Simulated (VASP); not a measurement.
## Ga2PN: elastic constants with PBE

Ga2PN:

```xyz
8
Lattice="-2.5236 2.5236 4.9511 2.5236 -2.5236 4.9511 2.5236 2.5236 -4.9511" Properties=species:S:1:pos:R:3 pbc="T T T"
Ga    1.2618    0.9727    3.7133
Ga    1.2618    1.5509   -1.2378
Ga   -0.9727    1.2618    6.1889
Ga    3.4963    1.2618    1.2378
P     0.0000    0.0000    0.0000
P     0.0000    2.5236    2.4756
N     0.0000    0.0000    4.9511
N     2.5236    0.0000    2.4756
```

The cell was built by a generator and needn't be a form met in nature.

- Program: VASP 6.6.1
- Task: elastic constants
- Functional: PBE
- Potentials or basis: VASP PAW PBE potentials, release 64 (Ga_d, P, N)
- Cutoff: 520 eV
- k mesh: 6 × 6 × 6
- Occupations: gaussian, width 0.03 eV
- Spin: no spin polarisation
- Ions in elastic constants: relaxed
- Further INCAR settings: ALGO = Normal; EDIFF = 1e-08; IBRION = 6; POTIM = 0.015; NSW = 1; ISIF = 3

```
Voigt bulk modulus                                      : 111 GPa
Highest phonon frequency at Γ, LO-TO splitting left out : 532 cm⁻¹
```

Phonon frequencies in cm⁻¹ (negative: imaginary):
| q point | frequencies |
| --- | --- |
| (0.000, 0.000, 0.000) | 0 0 0 124 124 161 161 173 179 231 239 279 350 357 357 365 377 377 491 491 498 528 528 532 |

Elastic tensor in Voigt notation (GPa, in the Cartesian axes of the cell as first typed):
```
173  80  82   0   0   0
 80 173  82   0   0   0
 82  82 166   0   0   0
  0   0   0  93   0   0
  0   0   0   0  93   0
  0   0   0   0   0  87
```

Clamped-ion elastic tensor (GPa):
```
175  79  82   0   0   0
 79 175  82   0   0   0
 82  82 166   0   0   0
  0   0   0 113   0   0
  0   0   0   0 113   0
  0   0   0   0   0 113
```

It took 26 min on 8 MPI ranks on AMD EPYC 9R45 96-Core Processor (Zen 5) (shared host), peak memory 1 GiB a rank.
